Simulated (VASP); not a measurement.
OSZICAR of a VASP run on Al3Sc (L1_2):

**OSZICAR**
```
       N       E                     dE             d eps       ncg     rms          rms(c)
DAV:   1     0.118603155751E+03    0.11860E+03   -0.83419E+03   980   0.129E+03
DAV:   2    -0.135826320414E+02   -0.13219E+03   -0.13042E+03   980   0.366E+02
DAV:   3    -0.216761440375E+02   -0.80935E+01   -0.78494E+01  1536   0.753E+01
DAV:   4    -0.218187296172E+02   -0.14259E+00   -0.14115E+00  1338   0.107E+01
DAV:   5    -0.218222131356E+02   -0.34835E-02   -0.34289E-02  1446   0.163E+00    0.945E+00
DAV:   6    -0.208500888187E+02    0.97212E+00   -0.47574E+00  1640   0.260E+01    0.340E+00
DAV:   7    -0.207919008827E+02    0.58188E-01   -0.89493E-02  1124   0.254E+00    0.188E+00
DAV:   8    -0.207657326397E+02    0.26168E-01   -0.39438E-02  1436   0.161E+00    0.221E-01
DAV:   9    -0.207650233840E+02    0.70926E-03   -0.33667E-03  1238   0.435E-01    0.879E-02
DAV:  10    -0.207650380799E+02   -0.14696E-04   -0.24200E-04  1576   0.156E-01    0.857E-02
DAV:  11    -0.207650476052E+02   -0.95253E-05   -0.39488E-05  1452   0.443E-02    0.857E-02
DAV:  12    -0.207650747383E+02   -0.27133E-04   -0.69592E-05  1178   0.418E-02    0.498E-03
DAV:  13    -0.207650735000E+02    0.12383E-05   -0.31879E-06  1466   0.150E-02    0.362E-03
DAV:  14    -0.207650702000E+02    0.33000E-05   -0.27964E-07  1004   0.349E-03    0.172E-03
DAV:  15    -0.207650706830E+02   -0.48296E-06   -0.29909E-08   628   0.241E-03    0.576E-04
DAV:  16    -0.207650706359E+02    0.47114E-07   -0.83829E-09   700   0.108E-03
   1 F= -.20765071E+02 E0= -.20765071E+02  d E =0.000000E+00
```

Task: Which electronic solver shows in the log?

Result: It is blocked Davidson (ALGO = Normal, or the opening steps of other solvers). The INCAR had ALGO = Normal.

Task: Can the final energy be trusted as converged?

Result: Self-consistency was reached. It stopped with EDIFF = 1E-7, NELM = 100 (PBEsol GGA, plane waves, VASP's PBE PAW potentials (set 64)).

The compound is Al3Sc in the L1_2 structure. It was relaxed first.
